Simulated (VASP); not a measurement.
OSZICAR of a VASP run on Ni3Fe (L1_2):

**OSZICAR**
```
       N       E                     dE             d eps       ncg     rms          rms(c)
DAV:   1     0.235622378710E+03    0.23562E+03   -0.16528E+04  3556   0.200E+03
DAV:   2    -0.151948130482E+02   -0.25082E+03   -0.24291E+03  3524   0.366E+02
DAV:   3    -0.289606393271E+02   -0.13766E+02   -0.13092E+02  3620   0.118E+02
DAV:   4    -0.291759913488E+02   -0.21535E+00   -0.21413E+00  3757   0.149E+01
DAV:   5    -0.291818711802E+02   -0.58798E-02   -0.58790E-02  5057   0.200E+00    0.206E+01
DAV:   6    -0.266143724136E+02    0.25675E+01   -0.42802E+01  3672   0.102E+02    0.224E+01
DAV:   7    -0.298259108797E+02   -0.32115E+01   -0.26894E+01  4295   0.128E+02    0.274E+01
DAV:   8    -0.248410945094E+02    0.49848E+01   -0.17623E+01  4278   0.579E+01    0.636E+00
DAV:   9    -0.250217827144E+02   -0.18069E+00   -0.77801E-01  3982   0.115E+01    0.340E+00
DAV:  10    -0.249923356171E+02    0.29447E-01   -0.16005E-01  4888   0.914E+00    0.157E+00
DAV:  11    -0.249905495402E+02    0.17861E-02   -0.44595E-02  5306   0.281E+00    0.122E+00
DAV:  12    -0.249928747563E+02   -0.23252E-02   -0.77400E-03  4071   0.219E+00    0.376E-01
DAV:  13    -0.249930575541E+02   -0.18280E-03   -0.26155E-03  5013   0.835E-01    0.826E-02
DAV:  14    -0.249931403105E+02   -0.82756E-04   -0.32675E-04  4603   0.208E-01    0.117E-01
DAV:  15    -0.249931185076E+02    0.21803E-04   -0.11757E-04  4282   0.302E-01    0.219E-02
DAV:  16    -0.249931195909E+02   -0.10833E-05   -0.16282E-05  5100   0.722E-02    0.302E-02
DAV:  17    -0.249931195735E+02    0.17375E-07   -0.35042E-06  4440   0.505E-02    0.824E-03
DAV:  18    -0.249931190461E+02    0.52740E-06   -0.15636E-06  4293   0.203E-02    0.192E-03
DAV:  19    -0.249931190072E+02    0.38877E-07   -0.19534E-07  2320   0.562E-03
   1 F= -.24993119E+02 E0= -.24992884E+02  d E =-.705812E-03  mag=     4.7976
```

### Question
Which electronic solver shows in the log?

### Answer
It is blocked Davidson (ALGO = Normal, or the opening steps of other solvers). The INCAR had ALGO = Normal.

### Question
How was spin treated?

### Answer
Collinear spin (ISPIN = 2): the summary line carries one mag value, 4.80 μB in the cell.

### Question
Can the final energy be trusted as converged?

### Answer
The calculation finished and met its thresholds. It stopped with EDIFF = 1E-7, NELM = 100 (PBE GGA, plane waves, VASP's PBE PAW potentials (set 64)).

The compound is Ni3Fe in the L1_2 structure. It was relaxed first.
